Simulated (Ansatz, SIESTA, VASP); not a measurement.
# One structure in several programs: HgPPt5 (P4/mmm, 7 atoms in the cell)

Self-consistent single point.

```xyz
7
Lattice="3.9390 0.0000 0.0000 0.0000 3.9390 0.0000 0.0000 0.0000 7.2098" Properties=species:S:1:pos:R:3 pbc="T T T"
Hg     1.9695     1.9695     0.0000
P      0.0000     0.0000     3.6049
Pt     0.0000     1.9695     2.1851
Pt     0.0000     1.9695     5.0248
Pt     1.9695     0.0000     2.1851
Pt     1.9695     0.0000     5.0248
Pt     0.0000     0.0000     0.0000
```

Shared settings, as Ansatz (a program for electronic structure) writes them: kpoints.mp_grid.grid = 6 6 3; magnetization.spin_orbit = true; scf.occupations.method = fermi_dirac; scf.occupations.width = 0.01 Ry. Potentials and cutoffs stand in the table.

```json
[
 {"code": "Ansatz", "model": "PBEsol with spin-orbit coupling, PAW files made with PBE", "pressure (GPa)": "-5.07", "largest force (eV/Å)": "0.108", "cutoff": "default"},
 {"code": "SIESTA", "model": "GGA PBEsol with spin-orbit coupling, numerical atomic orbitals TZP, PseudoDojo PBEsol fully relativistic norm-conserving potentials (rewritten from UPF to PSML)", "pressure (GPa)": "–", "largest force (eV/Å)": "0.489", "cutoff": "grid 400 Ry"},
 {"code": "VASP", "model": "PBEsol, spin-orbit coupling, VASP's PBE PAW potentials (set 64)", "pressure (GPa)": "-4.88", "largest force (eV/Å)": "0.089", "cutoff": "300 eV"}
]
```

A dash marks a value that a program does not give, or that is left out as unsure.

The spread over the programs that give each value: pressure within 0.19 GPa; largest force within 0.400 eV/Å.

SIESTA uses small atom-centred bases, whose incompleteness enters pressures, forces and empty levels differently from a plane-wave cutoff. Ansatz's pressure is given at a fixed set of plane waves, as the other plane-wave codes print theirs; with its correction for the finite basis it is -4.86 GPa (the shift of 0.21 GPa shows how far the cutoff is from converged). In the force vectors, SIESTA (by 0.390) lies more than 0.08 eV/Å from the median of the plane-wave programs.

VASP's run is marked for a possible Pulay error in its stress at this cutoff; no cutoff test was made.

The starting cell comes from a database of computed structures (which also holds hypothetical and non-ambient phases and stackings), without a prior relaxation at this level.

Keys are those of Ansatz 0.2.
